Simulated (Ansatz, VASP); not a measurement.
# KTaO3: VASP beside Ansatz, part 3 of 3

Wanted: the spread between two codes on one cell, functional and k mesh. The cell is taken from a series of runs on this material, whose earlier steps may have relaxed, scaled, displaced or heated it; both programs get it as it stands.

VASP 6.6.1 and Ansatz 0.2.0.

So far: Set-up; VASP: zone-centre phonons, PBE.

## Step 3: Ansatz: zone-centre phonons, PBE

Level of this step: Ansatz beside VASP: Kohn-Sham DFT, plane waves, PBE (Ansatz).

Ansatz runs on its PAW soft_1 files.

The same cell, functional and mesh now go to Ansatz, which takes its cutoff from its data sets.

Input file input.yaml:

```yaml
crystal:
  lattice:
    - [3.9129191699, 0.0, 0.0]
    - [0.0, 3.9129191699, 0.0]
    - [0.0, 0.0, 3.9129191699]
  atoms:
    - { symbol: O, position: [0.5, 0.0, 0.0] }
    - { symbol: O, position: [0.0, 0.5, 0.0] }
    - { symbol: O, position: [0.0, 0.0, 0.5] }
    - { symbol: K, position: [0.5, 0.5, 0.5] }
    - { symbol: Ta, position: [0.0, 0.0, 0.0] }
kpoints:
  mp_grid: { grid: [8, 8, 8] }
hamiltonian:
  xc: pbe
  pseudopotentials: { kind: paw, azcp: { folder: soft_1 } }
scf:
  occupations: { method: fixed }
output:
  eigenvalues: true
phonons:
  method: dfpt
  dielectric: true
  rigid_motions: translations
```

Command:

```console
$ ansatz run input.yaml --threads 4 --pin off --max-ram 16384MiB --backend cpu --events-out ev --progress --plain --runs-dir out
```

Numbers of over 12 decimals in the logs are rounded to 6 here.

The program printed:

```text
Engine: ansatz 0.2.0, x86_64-unknown-linux-gnu
Pseudopotentials: kind: paw
Pseudopotential: O, paw, valence charge 6, recommended cutoff 420 eV (normal), soft_1/O.paw.azcp
Pseudopotential: K, paw, valence charge 9, recommended cutoff 420 eV (normal), soft_1/K.paw.azcp
Pseudopotential: Ta, paw, valence charge 13, recommended cutoff 420 eV (normal), soft_1/Ta.paw.azcp
Functional definition: PBE
  parameter kappa = 0.804
  parameter beta = 0.066725
  exchange = pbe_x(kappa = kappa, mu = beta*pi^2/3)
  correlation = pbe_c(beta = beta)
Crystal: 5 atoms, lattice volume = 59.910 Å³
Basis set: ecut = 420 eV, 1189 PW (Γ), exchange–correlation on 54×54×54 points (8 copies of the dense FFT grid, shifted against one another)
Bands: 25, of which v1, the nominal top of the filled ones, is band 20 counted from 1 (19 counted from 0)
Symmetry: 48 space group operations
k-points: 170 of 512 (irreducible under 2 space group operations, time reversal used)
Non-local potential: O, projectors of the file, l = 0: 2, l = 1: 2, l = 2: 1
Non-local potential: K, projectors of the file, l = 0: 3, l = 1: 2, l = 2: 2
Non-local potential: Ta, projectors of the file, l = 0: 3, l = 1: 2, l = 2: 2, l = 3: 1
PAW form: soft (Blöchl's): semilocal exchange-correlation on the pseudo side does not see the compensation charge
PAW one-centre angular grid: O, 110 points (default); XC on 64 Gauss nodes
PAW one-centre angular grid: K, 110 points (default); XC on 64 Gauss nodes
PAW one-centre angular grid: Ta, 590 points (default); XC on 64 Gauss nodes
Initial density: superposition of atomic densities (chi_scale 0.1, normalization cell, long waves kept (reshape's long-wave potential 0.00 eV rms))
Initial wavefunctions: pseudopotential atomic-orbital guess
Functional: x = pbe(κ = 0.804, μ = 0.219515), c = pbe(β = 0.066725)
SCF iter   1: F=—  HF=-13179.429949 eV  |F-HF|=—  |Δ(HF+E_count)|=         —  Δρ=6.11e-2  dr2=2.08e0  ethr=3.10e-3  ⟨swp⟩=4.3  Hψ=18112  notcnv=0  defer=448
preconditioner: auto → Resta (q_TF=auto, 2.551 Å⁻¹)  ε∞=4.4  [insulator: Δε(μ)=2.912 eV  Ē_g=14.247 eV  n_scr=18 (ndim 8)  ℏωp=26.3 eV  f_vac=0.000  ε∞_Penn≈4.4]
SCF iter   2: F=—  HF=-13179.042973 eV  |F-HF|=—  |Δ(HF+E_count)|=   3.87e-1  Δρ=3.18e-2  dr2=4.73e-1  ethr=3.10e-3  ⟨swp⟩=2.0  Hψ=8131  notcnv=0  defer=371
SCF iter   3: F=—  HF=-13178.979953 eV  |F-HF|=—  |Δ(HF+E_count)|=   6.30e-2  Δρ=1.34e-2  dr2=1.00e-1  ethr=1.18e-3  ⟨swp⟩=2.0  Hψ=7219  notcnv=0  defer=435
SCF iter   4: F=—  HF=-13178.970055 eV  |F-HF|=—  |Δ(HF+E_count)|=   9.90e-3  Δρ=4.08e-3  dr2=5.86e-3  ethr=2.51e-4  ⟨swp⟩=2.1  Hψ=6797  notcnv=0  defer=469
SCF iter   5: F=—  HF=-13178.972678 eV  |F-HF|=—  |Δ(HF+E_count)|=   2.62e-3  Δρ=5.27e-4  dr2=1.25e-4  ethr=1.47e-5  ⟨swp⟩=2.0  Hψ=6479  notcnv=0  defer=490
SCF iter   6: F=—  HF=-13178.972858 eV  |F-HF|=—  |Δ(HF+E_count)|=   1.80e-4  Δρ=9.30e-5  dr2=3.95e-6  ethr=3.13e-7  ⟨swp⟩=2.0  Hψ=6818  notcnv=0  defer=446
SCF iter   7: F=—  HF=-13178.972864 eV  |F-HF|=—  |Δ(HF+E_count)|=   5.61e-6  Δρ=1.58e-5  dr2=1.69e-7  ethr=9.86e-9  ⟨swp⟩=2.1  Hψ=6445  notcnv=0  defer=287
SCF iter   8: F=—  HF=-13178.972864 eV  |F-HF|=—  |Δ(HF+E_count)|=   2.27e-7  Δρ=3.93e-6  dr2=1.20e-8  ethr=4.23e-10  ⟨swp⟩=2.0  Hψ=6556  notcnv=0  defer=287
SCF iter   9: F=—  HF=-13178.972864 eV  |F-HF|=—  |Δ(HF+E_count)|=   1.97e-8  Δρ=7.76e-7  dr2=2.41e-10  ethr=3.00e-11  ⟨swp⟩=2.0  Hψ=6589  notcnv=0  defer=287
SCF iter  10: F=-13178.972864 eV  HF=-13178.972864 eV  |F-HF|=5.46e-12  |Δ(HF+E_count)|=  3.57e-10  Δρ=8.59e-8  dr2=2.08e-12  ethr=1.00e-12  ⟨swp⟩=12.7  Hψ=26455  notcnv=0
SCF 1 converged in 10 iterations: F = -13178.972864 eV  dr2 = 2.08e-12
  greatest PAW one-centre occupation: 1.000 electrons in one spin orbital (limit 2), on the Ta atom at site 4 (counted from 0), in its partial waves of l = 0
DFPT response loops at Γ: preconditioner auto → none (the input reference at scf.mixing.eps_inf says where Resta's filter doesn't serve); β = 0.50; Broyden in place of MSR1
── the response to a field inside a basis, on 8×8×8 k-points: an SCF that follows is theirs, and a resumed run solves both again ──
Bands: 21, of which v1, the nominal top of the filled ones, is band 20 counted from 1 (19 counted from 0)
k-points: 20 of 512
Initial density: handed on by an earlier stage of this run
Initial wavefunctions: pseudopotential atomic-orbital guess (no wavefunctions were taken with the density)
Eigensolver: Dense (20 Hₖ)
SCF iter   1: F=—  HF=-13178.968378 eV  |F-HF|=—  |Δ(HF+E_count)|=         —  Δρ=2.98e-4  dr2=8.87e-6  ethr=1.00e-1
preconditioner: auto → Resta (q_TF=auto, 2.551 Å⁻¹)  ε∞=5.6  [insulator: Δε(μ)=2.649 eV  Ē_g=12.669 eV  n_scr=18 (ndim 8)  ℏωp=27.1 eV  f_vac=0.011  ε∞_Penn≈5.6]
SCF iter   2: F=—  HF=-13178.968382 eV  |F-HF|=—  |Δ(HF+E_count)|=   4.18e-6  Δρ=1.37e-4  dr2=2.49e-6  ethr=2.22e-8
SCF iter   3: F=—  HF=-13178.968384 eV  |F-HF|=—  |Δ(HF+E_count)|=   1.77e-6  Δρ=5.23e-5  dr2=2.97e-7  ethr=6.22e-9
SCF iter   4: F=-13178.968384 eV  HF=-13178.968384 eV  |F-HF|=3.81e-9  |Δ(HF+E_count)|=   2.58e-7  Δρ=4.27e-6  dr2=1.35e-8  ethr=7.42e-10
SCF 1 converged in 4 iterations: F = -13178.968384 eV  dr2 = 1.35e-8
DFPT response loops at Γ: mixed as the last ones told, above
SCF converged after 10 iterations
Free energy (F): -13178.972864 eV
Harris-Foulkes:  -13178.972864 eV  (|F-HF|=5.46e-12)
Internal energy: -13178.972864 eV  (E = F + TS)
E sigma→0 (E₀):  -13178.972864 eV
Fermi energy:    9.534664 eV
--- Per-component energies (eV) ---
  E_band       = -221.886849
  E_kinetic    = 1158.387926
  E_local      = -2144.631599  (includes V_loc(G=0)·N_el)
  E_nonlocal   = 162.004318
  E_hartree    = 771.503087
  E_xc         = -673.680881
  E_vxc        = -676.070241  (∫ρ·V_xc dr)
  E_paw        = -9576.868803  (= ΣΔE_a)
  E_vpaw       = -264.585837  (= ΣTr[D̂ρ^β])
  E_aug_tail   = 0.002412  (compensation charges beyond the density's cutoff)
  E_ewald      = -2875.689323
  E_smearing   = -0.000000  (= −TS)
  E_closure    = 0.000000  (closes the sum)
  Σ components = -13178.972864   (vs F -13178.972864, Δ=0.00e0)
--- Band table (eV; the first three rows and the last of 170) ---
  k-point 0: bands = [... 16 lower, 8.3850, 8.9462, 8.9462, 8.9462, 11.8931, 11.8931, 11.8931, 16.6399, ... 1 higher]
  k-point 1: bands = [... 16 lower, 8.3045, 8.4514, 8.8612, 8.8612, 11.9193, 12.4104, 12.4104, 16.9229, ... 1 higher]
  k-point 2: bands = [... 16 lower, 7.7905, 8.1191, 8.7759, 8.7759, 11.9839, 13.5007, 13.5007, 17.0901, ... 1 higher]
  k-point 169: bands = [... 16 lower, 5.4658, 9.5347, 9.5347, 9.5347, 16.5891, 16.5891, 16.5891, 18.6068, ... 1 higher]
--- Phonons (Γ-DFPT): 4 representative perturbations + reference, on 170 of 512 k-points (Σ response iterations 12) ---
  k mesh reduced under 2 symmetry operations, with k and −k counted as one. Each operation leaves every solved perturbation unchanged. A smaller set is not considered because the run solves the response to a homogeneous field
  ASR residual: 2.231e-3 → 0.000e0 eV/Å²; symmetrization residual: 2.704e-6 eV/Å²
  ASR residual per site (eV/Å²): 2.23e-3 2.23e-3 2.23e-3 7.38e-6 2.16e-3
  Γ frequencies (cm⁻¹): 0.00 0.00 0.00 131.87 131.87 131.87 213.76 213.76 213.76 238.81 238.81 238.81 622.64 622.64 622.64
  ε∞ (high-frequency dielectric tensor):
        5.227959     0.000000     0.000000
        0.000000     5.227959     0.000000
        0.000000     0.000000     5.227959
  ε⁰ (static dielectric tensor: ions relaxed, cell fixed):
       78.549542     0.000000     0.000000
        0.000000    78.549542     0.000000
        0.000000     0.000000    78.549542
  ε⁰ − ε∞ (ionic part):
       73.321584     0.000000     0.000000
        0.000000    73.321584     0.000000
        0.000000     0.000000    73.321584
  softest optical mode at Γ: 131.87 cm⁻¹; the repairs (sum rule, projections) moved no ω² at Γ by more than (6.21 cm⁻¹)²
  Born effective charges Z* (e; rows j = field, columns β = displacement):
    site 0:
        -6.43032   -0.00000   -0.00000
        -0.00000   -1.67634    0.00000
        -0.00000    0.00000   -1.67634
    site 1:
        -1.67634    0.00000    0.00000
         0.00000   -6.43032   -0.00000
         0.00000    0.00000   -1.67634
    site 2:
        -1.67634    0.00000    0.00000
        -0.00000   -1.67634    0.00000
        -0.00000    0.00000   -6.43032
    site 3:
         1.15841   -0.00000    0.00000
        -0.00000    1.15841    0.00000
         0.00000    0.00000    1.15841
    site 4:
         8.62458   -0.00000   -0.00000
        -0.00000    8.62458    0.00000
         0.00000    0.00000    8.62458
  Z* charge neutrality: 2.142e-3 e pre-enforcement
  solved inside a basis spanned on kpoints, on 8×8×8 k-points, its susceptibility summed on 12×12×12: ε∞ is read to err by 1.4e-2, Z* by 3.6e-2 e (field_mesh: kpoints solves on kpoints); Z* is corrected for what the basis lacks
  optical modes at Γ without the LO–TO term, one row a degenerate level:
      ω (cm⁻¹)  modes    IR ((D/Å)²/amu)
[...]
optical modes at Γ + LO–TO along q̂ = [1.0000, 0.0000, 0.0000]:
      ω (cm⁻¹)  modes    IR ((D/Å)²/amu)
[...]
optical modes at Γ + LO–TO along q̂ = [0.0000, 1.0000, 0.0000]:
      ω (cm⁻¹)  modes    IR ((D/Å)²/amu)
[...]
886.62      1            70.8705
  optical modes at Γ + LO–TO along q̂ = [0.0000, 0.0000, 1.0000]:
      ω (cm⁻¹)  modes    IR ((D/Å)²/amu)
        131.87      2            59.9777
        192.57      1             0.0958
        213.76      2            21.8747
        238.81      3             0.0000
        398.46      1             7.0397
        622.64      2            74.1594
        886.62      1            70.8705
```

The column dr2 measures how far the density is from self-consistency, as an energy; F and HF (Harris–Foulkes) agree once it is small.

## Step 4: Differences

Known differences besides the potentials themselves: fixed occupations in Ansatz, narrow Gaussian smearing in VASP; VASP's response is taken on the typed mesh, Ansatz refines its own for the field response alone; the data sets hold 40 valence electrons in Ansatz (on its PAW soft_1 files) and 38 in VASP; the cutoff is 420 eV in Ansatz and 600 eV in VASP. Total energies have different zeros and are not compared.

Compared:

| quantity | Ansatz | VASP | difference |
| --- | --- | --- | --- |
| ε∞ xx | 5.23 | 5.31 | -1.50 % |
| ε∞ yy | 5.23 | 5.31 | -1.50 % |
| ε∞ zz | 5.23 | 5.31 | -1.50 % |
| Born charge of O1 (mean of the diagonal) (e) | -3.26 | -3.28 | +0.02 |
| Born charge of K4 (mean of the diagonal) (e) | 1.16 | 1.16 | 0.00 |
| Born charge of Ta5 (mean of the diagonal) (e) | 8.62 | 8.69 | -0.07 |
| optical mode 1 to 3 (cm⁻¹) | 131.9 | 137.3 | -3.94 % |
| optical mode 4 to 6 (cm⁻¹) | 213.8 | 217.7 | -1.80 % |
| optical mode 7 to 9 (cm⁻¹) | 238.8 | 237.0 | +0.75 % |
| optical mode 10 to 12 (cm⁻¹) | 622.6 | 633.3 | -1.69 % |

Modes are paired by rising frequency, not by their patterns, so a pair may set unlike modes beside each other; they are those without the splitting of longitudinal modes.

## Step 5: What came out

| Property | Result |
| --- | --- |
| r.m.s. difference of the optical zone-centre modes, each program's sorted by frequency (zone-centre phonons, PBE) | 6.4 cm⁻¹ |
| difference in optical mode 1 to 3 (zone-centre phonons, PBE) | -3.9 % |

The r.m.s. difference of the optical zone-centre modes, each program's sorted by frequency is 6.4 cm⁻¹ (zone-centre phonons, PBE). The data sets hold unlike numbers of valence electrons (40 in Ansatz and 38 in VASP), so part of the differences comes from the potentials. Among the rows given in per cent, the largest difference of the zone-centre phonons, PBE pair is in optical mode 1 to 3, -3.9 %. How closely two codes agree says nothing of how well the functional describes the real material.

[Lines on the potential files, build, host, timing and source positions are cut from VASP's logs without a mark.]

[Logs are printed without paths, hosts, clocks, repeated set-up lines and the standing remarks that a program may print on its own settings, such as how far it seeks lower states.]

[Hosts, paths, dates, database ids (printed as entryN), source tags and the programs' standing remarks are cut or masked in the printed files.]
